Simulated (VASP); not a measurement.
```yaml
crystal:
  lattice:
    - [2.10411, -3.64442, 0.00000]
    - [2.10411, 3.64442, 0.00000]
    - [0.00000, 0.00000, 7.56933]
  atoms:
    - { symbol: Mg, position: [0.00000, 0.00000, 0.00000] }
    - { symbol: I, position: [0.33333, 0.66667, 0.22066] }
    - { symbol: I, position: [0.66667, 0.33333, 0.77934] }
```

Level of theory: PBE GGA, VASP's PBE PAW potentials (set 64) (plane waves; VASP). Settings: 520 eV cut-off, 6×6×3 Γ-centred mesh, Gaussian smearing of 0.050 eV, potentials Mg I.

Without a dispersion term in the relaxation, distances and binding between the weakly bound layers, chains or molecules are unreliable, and so is what depends on them.

Task: What does the run give for the energy per atom (σ→0)?

Result: 
```yaml
energy per atom (σ→0): -2.579 eV/atom
```

Total energies compare only between runs with the same potentials, cut-off and functional.

The compound is MgI2 in the 1T layered structure. It was relaxed first, which changed the volume by +13 %.
